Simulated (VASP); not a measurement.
# CuF (relaxed from the CsCl type structure, space group Pm-3m): computed properties

The numbers are results of r2SCAN meta-GGA, VASP's PBE PAW potentials (set 64) (plane waves; VASP 6.6.1), not measurements.

```yaml
space_group: Pm-3m (221)
cell: a = 2.7379 Å, b = 2.7379 Å, c = 2.7379 Å, α = 90.00°, β = 90.00°, γ = 90.00°
volume_per_atom: 10.26 Å³/atom
band gap (over mesh and band path): none (metal, semimetal or under 0.01 eV)
density: 6.68 g/cm³
```

```
CuF
1.0
    2.73794     0.00000     0.00000
    0.00000     2.73794     0.00000
    0.00000     0.00000     2.73794
Cu F
1 1
Direct
  0.00000   0.00000   0.00000
  0.50000   0.50000   0.50000
```

The structure was generated: CuF was put into the CsCl type type (Pm-3m), which need not be its known phase. It was relaxed first, which changed the volume by +38 %. Symmetry was kept, so distortions that lower it aren't found.
